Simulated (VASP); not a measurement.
Output of a VASP run:

**OSZICAR**
```
       N       E                     dE             d eps       ncg     rms          rms(c)
DAV:   1     0.184403990071E+03    0.18440E+03   -0.13380E+04  1470   0.177E+03
DAV:   2    -0.116069237057E+02   -0.19601E+03   -0.19000E+03  1470   0.344E+02
DAV:   3    -0.209334146685E+02   -0.93265E+01   -0.89728E+01  1677   0.986E+01
DAV:   4    -0.211629147797E+02   -0.22950E+00   -0.22891E+00  1713   0.137E+01
DAV:   5    -0.211714744906E+02   -0.85597E-02   -0.85515E-02  1752   0.245E+00    0.168E+01
DAV:   6    -0.210905084455E+02    0.80966E-01   -0.41508E+01  1717   0.103E+02    0.142E+01
DAV:   7    -0.186350122395E+02    0.24555E+01   -0.12467E+01  1661   0.586E+01    0.390E+00
DAV:   8    -0.185816709842E+02    0.53341E-01   -0.54465E-01  1575   0.609E+00    0.109E+00
DAV:   9    -0.185716763846E+02    0.99946E-02   -0.20846E-02  2025   0.186E+00    0.506E-01
DAV:  10    -0.185697272903E+02    0.19491E-02   -0.29076E-03  1859   0.399E-01    0.209E-01
DAV:  11    -0.185694184467E+02    0.30884E-03   -0.75726E-04  2207   0.269E-01    0.491E-02
DAV:  12    -0.185694096709E+02    0.87758E-05   -0.11502E-04  1617   0.131E-01    0.134E-02
DAV:  13    -0.185694095691E+02    0.10180E-06   -0.67018E-06  1521   0.225E-02
   1 F= -.18569410E+02 E0= -.18568299E+02  d E =-.222089E-02
```

File OUTCAR:
```
------------------------ aborting loop because EDIFF is reached ----------------------------------------
  FORCE on cell =-STRESS in cart. coord.  units (eV):
  Direction    XX          YY          ZZ          XY          YZ          ZX
  --------------------------------------------------------------------------------------
  Total        3.7818676      3.7818676      3.7818676      0.0000000     -0.0000000     -0.0000000
  in kB      132.0368155    132.0368155    132.0368155      0.0000000     -0.0000000     -0.0000000
  external PRESSURE =     132.0368155 kB  Pullay stress =       0.0000000 kB
  volume of cell :       45.89
      direct lattice vectors                 reciprocal lattice vectors
     3.580200000  0.000000000  0.000000000     0.279314005  0.000000000  0.000000000
     0.000000000  3.580200000  0.000000000     0.000000000  0.279314005  0.000000000
     0.000000000  0.000000000  3.580200000     0.000000000  0.000000000  0.279314005
 POSITION                                       TOTAL-FORCE (eV/Angst)
 -----------------------------------------------------------------------------------
      0.00000      0.00000      0.00000         0.000000      0.000000      0.000000
      0.00000      1.79010      1.79010         0.000000      0.000000      0.000000
      1.79010      0.00000      1.79010         0.000000      0.000000      0.000000
      1.79010      1.79010      0.00000         0.000000      0.000000      0.000000
 -----------------------------------------------------------------------------------
    total drift:                                0.000000     -0.000000     -0.000000
  FREE ENERGIE OF THE ION-ELECTRON SYSTEM (eV)
  ---------------------------------------------------
  free  energy   TOTEN  =       -18.5694095691 eV

  energy  without entropy=      -18.5671886804  energy(sigma->0) =      -18.56829912
```
(Selected blocks of OUTCAR.)

File POSCAR:
```
Ni3Si
1
    3.5802000000     0.0000000000     0.0000000000
    0.0000000000     3.5802000000     0.0000000000
    0.0000000000     0.0000000000     3.5802000000
Si Ni
1 3
Direct
  0.0000000000   0.0000000000   0.0000000000
  0.0000000000   0.5000000000   0.5000000000
  0.5000000000   0.0000000000   0.5000000000
  0.5000000000   0.5000000000   0.0000000000
```

### Question
Reconstruct the remaining input files.

### Answer
This is not unique; one that fits is the input of the run itself, PBE GGA, plane waves, VASP's PBE PAW potentials (set 64).

KPOINTS:
```
Automatic mesh
0
Gamma
8 8 8
0 0 0
```

**INCAR**
```
ALGO = Normal
EDIFF = 1E-6
ENCUT = 400
GGA = PE
ISIF = 2
ISMEAR = 0
LASPH = .TRUE.
LCHARG = .FALSE.
LMAXMIX = 4
LREAL = .FALSE.
LWAVE = .FALSE.
NELECT = 34.5
NELM = 100
PREC = Accurate
SIGMA = 0.05
SYSTEM = Ni3Si
```

POTCAR, in this order: Si Ni (PBE.64 set). Program: vasp_std.

The cell is charged, with a uniform compensating background.

The compound is Ni3Si in the L1_2 structure. The cell was not relaxed at this level. The run is one of a series of settings (ISMEAR = 0, NELECT = 34.5, SIGMA = 0.05 against the base run), some of them coarse on purpose. The run is not spin-polarised, so no magnetic state was tried.
